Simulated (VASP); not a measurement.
Write the native input for VASP 6.6.1 that does the following.

```
Task                               : single point
Functional                         : HSE06
Potentials or basis                : VASP PAW PBE potentials, release 64 (Pd)
Cutoff                             : 520 eV
k mesh                             : 8 × 8 × 8
Occupations                        : gaussian, width 0.1 eV
Spin                               : no spin polarisation
Grid for exact exchange (PRECFOCK) : Fast
Screening parameter                : 0.2 1/A
Further INCAR settings             : ALGO = Normal; EDIFF = 1e-06; NBANDS = 11
```

The system is Pd.

```
Pd
1.0
     0.00000    1.93624    1.93624
     1.93624    0.00000    1.93624
     1.93624    1.93624    0.00000
Pd
1
Cartesian
  3.8725 1.9362 1.9362
```

One way to write it, as run:

POSCAR

```
Pd
1.0
    0.0000000000      1.9362400000      1.9362400000
    1.9362400000      0.0000000000      1.9362400000
    1.9362400000      1.9362400000      0.0000000000
Pd
1
Direct
    0.0000000000      1.0000000000      1.0000000000
```

INCAR.step1

```
SYSTEM = Pd
ALGO = Normal
EDIFF = 1E-5
ENCUT = 520
GGA = PE
ISIF = 2
ISMEAR = 0
LASPH = .True.
LCHARG = .False.
LREAL = .False.
LWAVE = .True.
NBANDS = 11
NELM = 80
PREC = Accurate
SIGMA = 0.1
```

INCAR.step2

```
SYSTEM = Pd
ALGO = Normal
EDIFF = 1E-6
ENCUT = 520
GGA = PE
HFSCREEN = 0.2
ISIF = 2
ISMEAR = 0
ISTART = 1
LASPH = .True.
LCHARG = .False.
LHFCALC = .True.
LREAL = .False.
LWAVE = .False.
NBANDS = 11
NELM = 80
PREC = Accurate
PRECFOCK = Fast
SIGMA = 0.1
```

KPOINTS

```
k-points
0
Gamma
  8 8 8
  0 0 0
```

Potentials or basis: VASP PAW PBE potentials, release 64 (Pd).

The run is started by

```sh
$ cat potpaw_PBE.64/Pd/POTCAR > POTCAR
$ cp INCAR.step1 INCAR
$ mpirun -np 1 vasp_std > vasp.out
$ cp INCAR.step2 INCAR
$ mpirun -np 1 vasp_std > vasp.out
```

Results of the run:

```json
{
  "Pressure": "6.1 GPa",
  "Band gap on the k mesh": "none (metal or under the smearing width)"
}
```

Caveat: the PAW data sets were made with another functional, which shifts forces and pressure a little.

It took 9.5 min on 1 thread of AMD EPYC 9R45 96-Core Processor (Zen 5), on a shared host, peak memory 0.21 GiB.
